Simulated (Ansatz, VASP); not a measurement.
# Se (Selenium) in two plane-wave programs, part 2 of 2

Wanted: the spread between two codes on one cell, functional and k mesh.  Valence electrons are named where the data sets of a main pair hold unlike numbers.

VASP 6.6.1 and Ansatz 0.2.0.

So far. Step 2 (VASP: band structure, HSEsol): The k-mesh is coarse for exact exchange; levels may shift by about 0.1 eV on a finer one. Spin-orbit coupling is off here; it would split degenerate levels. The PAW data sets were made with PBE, which is usual practice but a small mismatch for other functionals.

## 3. Ansatz: band structure, HSEsol

Level of this step: Ansatz beside VASP: Kohn-Sham DFT, plane waves, HSEsol (Ansatz).

Ansatz runs on its default PAW (the set named soft_2) files.

The same cell, functional, mesh and smearing now go to Ansatz, which takes its cutoff from its data sets.

File input.yaml:

```yaml
crystal:
  lattice:
    - [4.3662, 0.0, 0.0]
    - [-2.1831, 3.781240118, 0.0]
    - [0.0, 0.0, 4.9536]
  atoms:
    - { symbol: Se, position: [0.2254, 0.0, 0.3333333333] }
    - { symbol: Se, position: [0.0, 0.2254, 0.6666666667] }
    - { symbol: Se, position: [0.7746, 0.7746, 0.0] }
hamiltonian:
  xc:
    exchange: hjs_pbesol
    correlation: pbesol
    exx: { coeff: 0.25, omega: 0.2 }
  pseudopotentials: { kind: paw }
kpoints:
  mp_grid: { grid: [4, 4, 3] }
  band_path:
    path:
      - [0.0, 0.0, 0.0]
      - [0.4, 0.0, 0.0]
      - [0.4, 0.2, 0.0]
      - [0.2, 0.2, 0.0]
      - [0.0, 0.0, 0.1]
      - [0.0, 0.0, 0.5]
      - [0.4, 0.0, 0.5]
      - [0.5, 0.0, 0.5]
      - [0.4, 0.2, 0.5]
      - [0.33333, 0.33333, 0.5]
      - [0.2, 0.2, 0.5]
      - [0.5, 0.0, 0.4]
      - [0.33333, 0.33333, 0.0]
      - [0.33333, 0.33333, 0.5]
    npoints: 1
scf:
  occupations: { method: gaussian, width: 0.02 }
  n_extra_bands: 7
output:
  forces: true
  stress: true
  eigenvalues: true
```

The run is started by

```
> ansatz run input.yaml --threads 4 --pin off --max-ram 9216MiB --backend cpu --events-out ev --progress --plain --runs-dir out
```

Numbers of over 12 decimals in the logs are rounded to 6 here.

The log of the run:

```text
Warning: output.stress: scf.convergence.dr2_threshold = 1e-7 eV (the SCF's general default) is looser than the 3e-10 eV advised for a printed stress (1e-10 eV for each atom of the cell: 3). What an SCF threshold leaves in a stress goes as its square root, and in the free energy as the threshold itself, and one threshold admits the most on a small cell: [figures from the program's tests cut] Set scf.convergence.dr2_threshold to 3e-10 eV or tighter. The threshold is an SCF's pass mark: one that does not reach it within its budget of iterations ends unconverged, or closes short of it on a stop that the run arms, and scf.convergence.dr2_threshold's page says what that costs each kind of run
Warning: output.stress: scf.exx.energy_threshold = 1e-6 eV is looser than the 3e-8 eV advised for a stress under a hybrid functional (1e-8 eV for each atom of the cell: 3). Every SCF of the exchange loop can meet its threshold on dr2 while the loop round them stops early: no threshold on dr2 bounds what that leaves in the stress. Set scf.exx.energy_threshold to 3e-8 eV or tighter. The threshold is the loop's pass mark: a loop that does not reach it within its budget of cycles ends unconverged, and scf.exx.energy_threshold's page has the law
scf.n_extra_bands = 7 over 24 filled bands (N_el = 48.0): the run solves 31 bands
Engine: ansatz 0.2.0, aarch64-unknown-linux-gnu
Pseudopotentials: kind: paw
Pseudopotential: Se, paw, valence charge 16, recommended cutoff 420 eV (normal), Se.paw.azcp
Functional definition: unnamed
  parameter a_1 = 0.25
  parameter omega_1 = 0.2/angstrom
  exchange = pbe_x(mu = 0.123457) + (-a_1)*hjs_pbesol_x_sr(omega_1) + a_1*exact_x_sr(omega_1)
  correlation = pbe_c(beta = 0.046)
Crystal: 3 atoms, lattice volume = 81.782 Å³
Basis set: ecut = 420 eV, 1583 PW (Γ), exchange–correlation on 60×60×72 points (8 copies of the dense FFT grid, shifted against one another)
Bands: 31, of which v1, the nominal top of the filled ones, is band 24 counted from 1 (23 counted from 0)
Symmetry: 6 space group operations
Space group: P3121 (ITA 152), of the structure as read, at distance tolerance 4.3e-5 Å
k-points: 9 of 48 (time reversal used)
Non-local potential: Se, projectors of the file, l = 0: 2, l = 1: 2, l = 2: 3, l = 3: 1
PAW form: soft (Blöchl's): semilocal exchange-correlation on the pseudo side does not see the compensation charge
PAW frozen core: Se, regenerated for the run's functional, and the local potential with it (the file was generated under x = pbe(κ = 0.804, μ = 0.219515), c = pbe(β = 0.066725))
PAW one-centre angular grid: Se, 590 points (default); XC on 64 Gauss nodes
Initial density: superposition of atomic densities (neutral atoms: chi_scale 0, normalization atom), corrected by the library's trained network
Initial wavefunctions: pseudopotential atomic-orbital guess
Functional: x = pbesol(κ = 0.804, μ = 0.123457), c = pbesol(β = 0.046), warm-up for x = hjs_pbesol + 0.25 (exact − hjs_pbesol) at short range (ω = 0.2 Å⁻¹), c = pbesol(β = 0.046)
SCF iter   1: F=—  HF=-16272.552241 eV  |F-HF|=—  |Δ(HF+E_count)|=         —  Δρ=2.33e-3  dr2=3.58e-3  ethr=1.77e-3  ⟨swp⟩=7.6  Hψ=1129  notcnv=0
preconditioner: auto → none  [insulator: Δε(μ)=1.510 eV  Ē_g=11.655 eV  σ=0.020 eV  W_gap=1.00  n_scr=20 (ndim 8)  ℏωp=17.4 eV  f_vac=0.095  D(μ)=0.00/eV (n_scr^D=0)]
SCF iter   2: F=—  HF=-16272.551172 eV  |F-HF|=—  |Δ(HF+E_count)|=   1.07e-3  Δρ=1.02e-3  dr2=4.48e-4  ethr=7.46e-6  ⟨swp⟩=4.3  Hψ=813  notcnv=0  defer=3
SCF iter   3: F=-16272.551603 eV  HF=-16272.551527 eV  |F-HF|=7.64e-5  |Δ(HF+E_count)|=   3.55e-4  Δρ=3.80e-4  dr2=6.10e-5  ethr=9.34e-7  ⟨swp⟩=3.9  Hψ=576  notcnv=0  defer=1
SCF 1 stopped early in 3 iterations: F = -16272.551603 eV  dr2 = 6.10e-5
  greatest PAW one-centre occupation: 1.000 electrons in one spin orbital (limit 2), on the Se atom at site 0 (counted from 0), in its partial waves of l = 2
Initial density: handed on by an earlier stage of this run
Initial wavefunctions: those handed on with the density
Functional: x = hjs_pbesol + 0.25 (exact − hjs_pbesol) at short range (ω = 0.2 Å⁻¹), c = pbesol(β = 0.046)
Exchange kernel: α = 0.2500, screened, ω = 0.2000 Å⁻¹, Wigner–Seitz truncation, v(0) = 1113.2958 eV·Å³, q-mesh 4×4×3, nearest image of the exchange supercell L = 14.86 Å, pair-density grid 18×18×24, without the augmentation charges, whose exchange is taken in its separable form by FFT convolution over the k-point mesh (sized by the pseudopotential files, 27×27×36 at the most), smooth part of the exact exchange by density-matrix convolution
Frozen-core exchange: fock
SCF iter   1: F=—  HF=-16314.846030 eV  |F-HF|=—  |Δ(HF+E_count)|=         —  Δρ=4.80e-3  dr2=1.04e-2  ethr=1.27e-6  ⟨swp⟩=5.9  Hψ=1198  notcnv=0
preconditioner: auto → none  [insulator: Δε(μ)=2.295 eV  Ē_g=13.129 eV  σ=0.020 eV  W_gap=1.00  n_scr=20 (ndim 8)  ℏωp=17.4 eV  f_vac=0.088  D(μ)=0.00/eV (n_scr^D=0)]
SCF iter   2: F=—  HF=-16314.830955 eV  |F-HF|=—  |Δ(HF+E_count)|=   1.51e-2  Δρ=2.07e-3  dr2=2.47e-3  ethr=1.27e-6  ⟨swp⟩=4.0  Hψ=921  notcnv=0
SCF iter   3: F=—  HF=-16314.830308 eV  |F-HF|=—  |Δ(HF+E_count)|=   6.47e-4  Δρ=6.07e-4  dr2=1.92e-3  ethr=1.27e-6  ⟨swp⟩=3.0  Hψ=712  notcnv=0
[...]
SCF iter   7: F=-16314.844719 eV  HF=-16314.844719 eV  |F-HF|=1.34e-8  |Δ(HF+E_count)|=   4.78e-6  Δρ=4.88e-6  dr2=1.86e-6  ethr=9.37e-9  ⟨swp⟩=4.0  Hψ=615  notcnv=0
SCF 2 stopped early in 7 iterations: F = -16314.844719 eV  dr2 = 1.86e-6
  Residual-converged pass: ⟨swp⟩=4.0  Hψ=765  notcnv=0  max |occ|·‖R‖ = 6.6e-6 eV (tolerance 6.7e-6 eV)  dr2=1.85e-6  dr2_onsite=4.30e-9  max |Δocc| = 0.0e0
  greatest PAW one-centre occupation: 1.000 electrons in one spin orbital (limit 2), on the Se atom at site 2 (counted from 0), in its partial waves of l = 2
hybrid outer 1: dexx = +1.696e-2 eV, tail = 3.59e-4 eV
Exchange kernel: α = 0.2500, screened, ω = 0.2000 Å⁻¹, Wigner–Seitz truncation, v(0) = 1113.2958 eV·Å³, q-mesh 4×4×3, nearest image of the exchange supercell L = 14.86 Å, pair-density grid 18×18×24, without the augmentation charges, whose exchange is taken in its separable form by FFT convolution over the k-point mesh (sized by the pseudopotential files, 27×27×36 at the most), smooth part of the exact exchange by density-matrix convolution
Frozen-core exchange: fock
SCF iter   1: F=—  HF=-16314.845272 eV  |F-HF|=—  |Δ(HF+E_count)|=         —  Δρ=5.89e-5  dr2=1.45e-6  ethr=3.74e-6  ⟨swp⟩=2.4  Hψ=565  notcnv=0
preconditioner: auto → none  [insulator: Δε(μ)=2.348 eV  Ē_g=13.150 eV  σ=0.020 eV  W_gap=1.00  n_scr=20 (ndim 8)  ℏωp=17.4 eV  f_vac=0.091  D(μ)=0.00/eV (n_scr^D=0)]
SCF iter   2: F=—  HF=-16314.845275 eV  |F-HF|=—  |Δ(HF+E_count)|=   3.73e-6  Δρ=2.50e-5  dr2=4.38e-7  ethr=2.52e-9  ⟨swp⟩=4.0  Hψ=973  notcnv=0
SCF iter   3: F=—  HF=-16314.845275 eV  |F-HF|=—  |Δ(HF+E_count)|=   2.08e-7  Δρ=4.77e-6  dr2=2.39e-7  ethr=4.18e-10  ⟨swp⟩=3.0  Hψ=724  notcnv=0
SCF iter   4: F=—  HF=-16314.845276 eV  |F-HF|=—  |Δ(HF+E_count)|=   1.23e-6  Δρ=6.99e-6  dr2=3.40e-8  ethr=3.21e-11  ⟨swp⟩=4.2  Hψ=1022  notcnv=0
SCF iter   5: F=—  HF=-16314.845276 eV  |F-HF|=—  |Δ(HF+E_count)|=   9.71e-9  Δρ=1.26e-6  dr2=4.21e-9  ethr=3.21e-11  ⟨swp⟩=3.1  Hψ=559  notcnv=0
SCF iter   6: F=—  HF=-16314.845276 eV  |F-HF|=—  |Δ(HF+E_count)|=   2.38e-8  Δρ=1.26e-6  dr2=1.35e-9  ethr=1.00e-12  ⟨swp⟩=4.0  Hψ=793  notcnv=0
SCF iter   7: F=-16314.845276 eV  HF=-16314.845276 eV  |F-HF|=3.64e-12  |Δ(HF+E_count)|=  6.88e-10  Δρ=7.01e-8  dr2=1.29e-10  ethr=1.00e-12  ⟨swp⟩=3.0  Hψ=711  notcnv=0
SCF 3 converged in 7 iterations: F = -16314.845276 eV  dr2 = 1.29e-10
  Residual-converged pass: ⟨swp⟩=2.0  Hψ=492  notcnv=0  max |occ|·‖R‖ = 4.6e-7 eV (tolerance 5.4e-7 eV)  dr2=1.29e-10  dr2_onsite=7.07e-13  max |Δocc| = 0.0e0
  greatest PAW one-centre occupation: 1.000 electrons in one spin orbital (limit 2), on the Se atom at site 1 (counted from 0), in its partial waves of l = 2
hybrid outer 2: dexx = +1.782e-6 eV, tail = 9.51e-8 eV, Δε = 3.69e-3 eV (about 1.72e-4 eV left of the loop's levels), ΔF = 1.66e-2 eV/Å (tail 3.61e-3)
Exchange kernel: α = 0.2500, screened, ω = 0.2000 Å⁻¹, Wigner–Seitz truncation, v(0) = 1113.2958 eV·Å³, q-mesh 4×4×3, nearest image of the exchange supercell L = 14.86 Å, pair-density grid 18×18×24, without the augmentation charges, whose exchange is taken in its separable form by FFT convolution over the k-point mesh (sized by the pseudopotential files, 27×27×36 at the most), smooth part of the exact exchange by density-matrix convolution
Frozen-core exchange: fock
SCF iter   1: F=—  HF=-16314.845277 eV  |F-HF|=—  |Δ(HF+E_count)|=         —  Δρ=1.51e-6  dr2=1.14e-9  ethr=9.91e-10  ⟨swp⟩=8.0  Hψ=649  notcnv=0
SCF iter   2: F=-16314.845277 eV  HF=-16314.845277 eV  |F-HF|=1.82e-11  |Δ(HF+E_count)|=  7.57e-10  Δρ=3.56e-7  dr2=1.71e-10  ethr=2.09e-12  ⟨swp⟩=4.0  Hψ=890  notcnv=0
SCF 4 converged in 2 iterations: F = -16314.845277 eV  dr2 = 1.71e-10
  Residual-converged pass: ⟨swp⟩=2.0  Hψ=394  notcnv=0  max |occ|·‖R‖ = 6.6e-7 eV (tolerance 7.4e-7 eV)  dr2=1.71e-10  dr2_onsite=2.87e-11  max |Δocc| = 0.0e0
hybrid outer 3: dexx = +9.109e-10 eV, tail = 4.37e-10 eV, Δε = 4.38e-5 eV (about 6.74e-6 eV left of the loop's levels), ΔF = 5.67e-4 eV/Å (tail 4.00e-4)
NSCF: frozen V_eff on 14 k-points
hybrid SCF converged: 3 outer / 16 inner (+3 warm-up), last move |dexx| = 9.11e-10 eV, tail = 4.37e-10 eV
Stability not checked: this state was not tested for a lower state beside it, because the functional holds exact exchange (a hybrid, or Hartree-Fock), whose exchange loop this test does not read (fock_operator; see scf.lower_state_search)
Free energy (F): -16314.845277 eV
Frozen-core exchange: fock
Harris-Foulkes:  -16314.845277 eV  (|F-HF|=1.82e-11)
Internal energy: -16314.845277 eV  (E = F + TS)
E sigma→0 (E₀):  -16314.845277 eV
Fermi energy:    7.132397 eV
--- Per-component energies (eV) ---
  E_band       = -1381.325813
  E_kinetic    = 349.023616
  E_local      = -7745.093542  (includes V_loc(G=0)·N_el)
  E_nonlocal   = -1774.200782
  E_hartree    = 3788.334391
  E_xc         = -247.605571
  E_vxc        = -233.389631  (∫ρ·V_xc dr)
  E_exx        = -204.781673  (= α·E_x^exact, valence–valence)
  E_paw        = -5497.975022  (= ΣΔE_a)
  E_vpaw       = 855.230750  (= ΣTr[D̂ρ^β])
  E_aug_tail   = -0.001830  (compensation charges beyond the density's cutoff)
  E_ewald      = -4981.574654
  E_core_change = -0.970209  (= ΣΔE_core)
  E_smearing   = -0.000000  (= −TS)
  E_closure    = 0.000000  (closes the sum)
  Σ components = -16314.845277   (vs F -16314.845277, Δ=0.00e0)
--- Forces (eV/Å), atoms counted from 1 ---
  atom   1  Se    -0.22707359    -0.00000000    -0.00000000
  atom   2  Se     0.11353680    -0.19665150    -0.00000000
  atom   3  Se     0.11353680     0.19665150     0.00000000
  max |Σ_I F_I| component: 1.11e-16 eV/Å
--- Stress (GPa, compression-positive) ---
       -0.834107       0.000000      -0.000000
        0.000000      -0.834107      -0.000000
       -0.000000       0.000000      -1.487180
  P = ⅓ Tr σ = -1.0518 GPa (-10.518 kbar)
--- Band table (eV; the first three rows and the last of 9) ---
  k-point 0: bands = [... 20 lower, 2.2404, 3.9433, 3.9433, 5.7315, 9.0329, 9.0329, 9.3074, 13.2120, ... 3 higher]
  k-point 1: bands = [... 20 lower, 2.6349, 4.1883, 4.7111, 5.0062, 8.3064, 8.4566, 8.5264, 13.6100, ... 3 higher]
  k-point 2: bands = [... 20 lower, 2.3843, 4.0030, 4.4852, 5.3354, 8.9742, 9.1040, 9.9627, 13.0146, ... 3 higher]
  k-point 8: bands = [... 20 lower, 1.8664, 4.1357, 5.1061, 5.9581, 8.7359, 9.7628, 10.3634, 13.4221, ... 3 higher]
```

Elapsed: 48 s, on 4 threads of Arm Neoverse V1, shared host; peak memory 0.84 GiB.

The column dr2 measures how far the density is from self-consistency, as an energy; F and HF (Harris–Foulkes) agree once it is small.

## 4. Comparison

Known differences besides the potentials themselves: exact exchange at q = 0 is treated differently, which shows on coarse meshes; VASP keeps PBE cores, Ansatz makes them for the functional; the data sets hold 48 valence electrons in Ansatz (on its default PAW (the set named soft_2) files) and 18 in VASP; the cutoff is 420 eV in Ansatz and 400 eV in VASP; VASP takes a coarser grid for exact exchange (PRECFOCK = Fast). Total energies have different zeros and are not compared.

Both answers:

```tsv
quantity	Ansatz	VASP	difference
gap over the path points (eV)	1.731	1.720	+0.011
```

Forces (eV/Å; atoms numbered as in POSCAR):

```tsv
atom	Ansatz x, y, z	VASP x, y, z
Se1	-0.227, 0.000, 0.000	-0.249, 0.000, 0.000
Se2	0.114, -0.197, 0.000	0.125, -0.216, 0.000
Se3	0.114, 0.197, 0.000	0.125, 0.216, 0.000
```

Levels at points of the path, from each program's valence-band top (eV; 4 filled, then empty):

```tsv
k (reciprocal lattice)	Ansatz	VASP
0.000 0.000 0.000	-4.10 -2.40 -2.40 -0.61 2.69 2.69 2.96	-4.10 -2.40 -2.40 -0.61 2.69 2.69 2.97
0.400 0.000 0.000	-3.95 -2.92 -1.98 -1.18 2.66 3.04 4.69	-3.94 -2.92 -1.98 -1.18 2.66 3.04 4.68
0.400 0.200 0.000	-3.48 -3.19 -2.46 -1.71 3.24 3.83 4.72	-3.47 -3.19 -2.46 -1.70 3.24 3.83 4.72
0.200 0.200 0.000	-3.69 -2.65 -2.06 -1.44 2.99 3.34 3.95	-3.69 -2.65 -2.06 -1.43 2.99 3.34 3.95
0.000 0.000 0.100	-3.95 -2.41 -2.27 -0.69 2.58 2.58 2.84	-3.94 -2.41 -2.27 -0.70 2.58 2.58 2.85
0.000 0.000 0.500	-3.68 -1.83 -1.83 -1.38 1.87 1.87 1.98	-3.67 -1.83 -1.83 -1.38 1.88 1.88 1.98
0.400 0.000 0.500	-4.58 -2.13 -1.56 -0.27 2.43 3.32 3.80	-4.58 -2.12 -1.56 -0.27 2.42 3.32 3.80
0.500 0.000 0.500	-4.66 -2.17 -1.58 0.00 2.38 3.46 3.83	-4.65 -2.16 -1.58 0.00 2.36 3.46 3.83
0.400 0.200 0.500	-5.24 -1.29 -1.07 -0.06 2.02 3.47 3.70	-5.22 -1.29 -1.07 -0.06 2.00 3.47 3.70
0.333 0.333 0.500	-5.50 -1.18 -0.28 -0.28 1.73 3.56 3.56	-5.49 -1.18 -0.28 -0.28 1.72 3.56 3.56
```

The forces differ by 13 meV/Å r.m.s., which is 8.9 % of the r.m.s. force of 0.144 eV/Å (both taken over all components). Among the levels compared at these points, filled levels agree within 13 meV and empty ones within 13 meV.

## 5. Further runs

Further runs change the set-up of one program: Ansatz's method, potentials or start, or VASP's data sets, cutoff or form of LDA. The table gives Ansatz less VASP for each quantity, since a change that brings one quantity closer may part another.

```tsv
run	r.m.s. force difference (meV/Å)	gap over the path points (eV)
as above	13	0.011
cores kept as stored	14	0.011
Ansatz's larger PAW set (cutoff 580 eV)	11	0.022
```

## 6. Outcome

```yaml
r_m_s_force_difference_band_structure_hsesol: 13 meV/Å
```

What this shows: The r.m.s. force difference is 13 meV/Å (band structure, HSEsol), beyond the 12 meV/Å picked in this series as the mark of a large difference. The data sets hold unlike numbers of valence electrons (48 in Ansatz and 18 in VASP), so part of the differences comes from the potentials. Band structure, HSEsol, Ansatz's larger PAW set (cutoff 580 eV): the difference in gap over the path points goes from 0.011 to 0.022 eV. 1 further run of this series is not shown here. Such differences can come from data sets, numerical settings and the points named under the comparisons, not from the functional's error against experiment.

[Lines on the potential files, build, host, timing and source positions are cut from VASP's logs without a mark.]

[Logs are printed without paths, hosts, clocks, repeated set-up lines and the standing remarks that a program may print on its own settings, such as how far it seeks lower states.]

[Hosts, paths, dates, database ids (printed as entryN), source tags and the programs' standing remarks are cut or masked in the printed files.]
